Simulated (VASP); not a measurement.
Here is the system:

```yaml
crystal:
  lattice:
    - [2.76163, 0.00000, 0.00000]
    - [0.00000, 2.76163, 0.00000]
    - [0.00000, 0.00000, 3.77115]
  atoms:
    - { symbol: Cu, position: [0.00000, 0.00000, 0.00000] }
    - { symbol: Au, position: [0.50000, 0.50000, 0.50000] }
```

The numbers are results of PBE GGA with D3 dispersion (zero damping), VASP's PBE PAW potentials (set 64) (plane waves; VASP), not measurements. Settings: 520 eV cut-off, Gaussian smearing of 0.050 eV, potentials Cu Au.

Question: Give the energies of bands 1 to 14 at the high-symmetry points, in eV from the Fermi level.

Answer: 
```tsv
band	Γ	X	M	Z	R	A
1	-9.96	-6.87	-7.35	-8.25	-7.12	-6.88
2	-6.86	-5.82	-6.02	-6.66	-6.86	-5.86
3	-6.67	-5.47	-6.02	-6.13	-4.52	-5.86
4	-4.10	-4.54	-5.66	-4.06	-4.37	-3.63
5	-4.10	-4.16	-1.77	-3.72	-4.03	-3.35
6	-3.00	-3.31	-1.74	-3.72	-2.85	-3.24
7	-2.93	-3.17	-1.64	-3.32	-1.83	-3.24
8	-2.29	-3.05	-1.55	-2.72	-1.74	-2.24
9	-1.75	-2.44	-1.49	-2.52	-1.70	-1.64
10	-1.53	-2.23	-1.49	-2.35	-1.66	-1.55
11	-1.53	-0.81	0.83	-2.35	-1.16	5.50
12	1.47	0.04	0.83	-1.99	-1.15	5.50
13	7.34	8.92	5.58	14.66	2.75	5.58
14	10.55	9.08	7.16	14.89	4.29	6.58
```

It has no gap at this level: it comes out as a metal or semimetal.

The compound is CuAu in the L1_0 structure. It was relaxed first.
